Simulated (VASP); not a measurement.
SrCl₂ (fluorite) is relaxed at rising pressure, each step from the one before. Symmetry mostly holds the structure type, and other phases were not tried. The mesh follows the cell, and a change of mesh leaves a small step in the series.

Consider the following.

```
CELL_PARAMETERS angstrom
      0.00000     3.40687     3.40687
      3.40687     0.00000     3.40687
      3.40687     3.40687     0.00000
ATOMIC_POSITIONS crystal
  Sr 0.00000 0.00000 0.00000
  Cl 0.25000 0.25000 0.25000
  Cl 0.75000 0.75000 0.75000
```

The numbers are results of LDA (Ceperley-Alder, Perdew-Zunger), VASP's LDA PAW potentials (set 64) (plane waves; VASP), not measurements. Numerical set-up: 500 eV cut-off, 6×6×6 Γ-centred mesh, Gaussian smearing of 0.050 eV, potentials Sr_sv Cl.

```json
[
 {"P (GPa)": "0", "V (Å³/atom)": "26.36", "H − H(0) (eV/atom)": "0.000", "space group": "Fm-3m", "k-mesh": "6×6×6"},
 {"P (GPa)": "5", "V (Å³/atom)": "…", "H − H(0) (eV/atom)": "…", "space group": "Fm-3m", "k-mesh": "6×6×6"},
 {"P (GPa)": "10", "V (Å³/atom)": "22.47", "H − H(0) (eV/atom)": "1.507", "space group": "Fm-3m", "k-mesh": "6×6×6"},
 {"P (GPa)": "20", "V (Å³/atom)": "…", "H − H(0) (eV/atom)": "…", "space group": "Fm-3m", "k-mesh": "6×6×6"},
 {"P (GPa)": "30", "V (Å³/atom)": "18.97", "H − H(0) (eV/atom)": "4.066", "space group": "Fm-3m", "k-mesh": "6×6×6"},
 {"P (GPa)": "45", "V (Å³/atom)": "17.46", "H − H(0) (eV/atom)": "5.768", "space group": "Fm-3m", "k-mesh": "7×7×7"}
]
```

Problem. What belongs in the gaps?

Solution. 
- 20, V (Å³/atom): 20.39
- 20, H − H(0) (eV/atom): 2.840
- 5, V (Å³/atom): 24.00
- 5, H − H(0) (eV/atom): 0.783

Pressures at which the relaxation failed are left out.

The compound is SrCl2 in the fluorite structure.
